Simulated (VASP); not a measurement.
Method: vdW-DF2, VASP's PBE PAW potentials (set 64) (plane waves; VASP 6.6.1).

Input for VASP

KPOINTS:
```
Automatic mesh
0
Gamma
8 8 8
0 0 0
```

### POSCAR
```
GdN
1
    0.0000000000     2.5363891301     2.5363891301
    2.5363891301     0.0000000000     2.5363891301
    2.5363891301     2.5363891301     0.0000000000
Gd N
1 1
Direct
  0.0000000000   0.0000000000   0.0000000000
  0.5000000000   0.5000000000   0.5000000000
```

### INCAR
```
! general
SYSTEM   = GdN
PREC     = Accurate
ENCUT    = 520
LREAL    = .False.   ! projection in real space or not
LASPH    = .True.   ! aspherical one-centre terms

! electronic loop
EDIFF    = 1E-6
NELM     = 100   ! most electronic steps
ALGO     = Normal
LMAXMIX  = 6

! smearing
ISMEAR   = 0   ! Gaussian
SIGMA    = 0.05   ! width (eV)

! functional
GGA      = ML
LUSE_VDW = .True.
AGGAC    = 0.0
ZAB_VDW  = -1.8867

! ions
IBRION   = 2
NSW      = 60
ISIF     = 3
EDIFFG   = -0.01   ! ionic stop

! output
LWAVE    = .False.
LCHARG   = .False.
```

POTCAR, in this order: Gd_3 N (PBE.64 set). Program: vasp_std.

Output

File OSZICAR:
```
       N       E                     dE             d eps       ncg     rms          rms(c)
DAV:   1     0.538748635893E+02    0.53875E+02   -0.67745E+03   638   0.118E+03
DAV:   2    -0.118882473528E+02   -0.65763E+02   -0.60704E+02   925   0.237E+02
DAV:   3    -0.150412667563E+02   -0.31530E+01   -0.27430E+01   852   0.423E+01
DAV:   4    -0.150877489248E+02   -0.46482E-01   -0.46457E-01   856   0.461E+00
DAV:   5    -0.150885080802E+02   -0.75916E-03   -0.75842E-03   823   0.451E-01    0.225E+01
DAV:   6    -0.119681857371E+02    0.31203E+01   -0.30814E+01   745   0.324E+01    0.229E+01
DAV:   7    -0.116307308770E+02    0.33745E+00   -0.25552E+00   724   0.101E+01    0.163E+01
DAV:   8    -0.116592285192E+02   -0.28498E-01   -0.28109E-01   708   0.571E+00    0.978E+00
DAV:   9    -0.116436065360E+02    0.15622E-01   -0.25115E-02   777   0.179E+00    0.494E-01
DAV:  10    -0.116448011299E+02   -0.11946E-02   -0.50630E-03   824   0.486E-01    0.877E-01
DAV:  11    -0.116448840549E+02   -0.82925E-04   -0.17723E-03   741   0.334E-01    0.283E-02
DAV:  12    -0.116448862156E+02   -0.21607E-05   -0.39649E-05   864   0.589E-02    0.201E-02
DAV:  13    -0.116449109564E+02   -0.24741E-04   -0.86602E-05   728   0.860E-02    0.995E-03
DAV:  14    -0.116449122056E+02   -0.12492E-05   -0.52302E-06   753   0.217E-02    0.110E-02
DAV:  15    -0.116449120432E+02    0.16241E-06   -0.30463E-06   722   0.133E-02
   1 F= -.11644912E+02 E0= -.11644910E+02  d E =-.116449E+02
```

### OUTCAR
```
------------------------ aborting loop because EDIFF is reached ----------------------------------------
  FORCE on cell =-STRESS in cart. coord.  units (eV):
  Direction    XX          YY          ZZ          XY          YZ          ZX
  --------------------------------------------------------------------------------------
  Total        0.0055964      0.0055964      0.0055964      0.0000000      0.0000000     -0.0000000
  in kB        0.2747547      0.2747547      0.2747547      0.0000000      0.0000000     -0.0000000
  external PRESSURE =       0.2747547 kB  Pullay stress =       0.0000000 kB
  volume of cell :       32.63
      direct lattice vectors                 reciprocal lattice vectors
     0.000000000  2.536389130  2.536389130    -0.197130635  0.197130635  0.197130635
     2.536389130  0.000000000  2.536389130     0.197130635 -0.197130635  0.197130635
     2.536389130  2.536389130  0.000000000     0.197130635  0.197130635 -0.197130635
 POSITION                                       TOTAL-FORCE (eV/Angst)
 -----------------------------------------------------------------------------------
      0.00000      0.00000      0.00000         0.000000      0.000000      0.000000
      2.53639      2.53639      2.53639        -0.000000     -0.000000     -0.000000
 -----------------------------------------------------------------------------------
    total drift:                                0.000000      0.000000      0.000000
  FREE ENERGIE OF THE ION-ELECTRON SYSTEM (eV)
  ---------------------------------------------------
  free  energy   TOTEN  =       -11.6449120432 eV

  energy  without entropy=      -11.6449085357  energy(sigma->0) =      -11.64491029

 reached required accuracy - stopping structural energy minimisation
```
(Selected blocks of OUTCAR.)

The 4f electrons are frozen in the core of the lanthanide potential, so 4f levels, which can set the real gap, and their magnetism are missing.

The compound is GdN in the rock salt structure. It was relaxed first, which changed the volume by +6 %. The start is the result of an earlier pass.
